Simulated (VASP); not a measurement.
Here is the system:

```yaml
crystal:
  lattice:
    - [2.94093, 0.00000, 0.00000]
    - [0.00000, 2.94093, 0.00000]
    - [0.00000, 0.00000, 2.94093]
  atoms:
    - { symbol: Hg, position: [0.00000, 0.00000, 0.00000] }
    - { symbol: O, position: [0.50000, 0.50000, 0.50000] }
```

Level of theory: LDA (Ceperley-Alder, Perdew-Zunger), VASP's LDA PAW potentials (set 64) (plane waves; VASP). Run with 520 eV cut-off, Gaussian smearing of 0.050 eV, potentials Hg O.

**Question.** Give the energies of bands 2 to 11 at the high-symmetry points, in eV from the Fermi level.

**Answer.** 
```csv
band,Γ,X,M,R
2,-7.26,-8.26,-6.76,-7.70
3,-7.26,-7.02,-5.66,-7.70
4,-4.79,-6.05,-5.46,-7.70
5,-4.79,-6.05,-5.46,-4.07
6,-4.79,-4.70,-4.12,-4.07
7,-3.34,-3.38,-4.09,-0.16
8,-1.42,0.09,-4.09,-0.16
9,-1.42,0.09,-0.73,-0.16
10,-1.42,3.91,1.76,5.30
11,15.39,4.09,8.36,5.30
```

It has no gap at this level: it comes out as a metal or semimetal.

The structure was generated: HgO was put into the CsCl type (Pm-3m), which need not be its known phase. It was relaxed first, which changed the volume by +24 %.
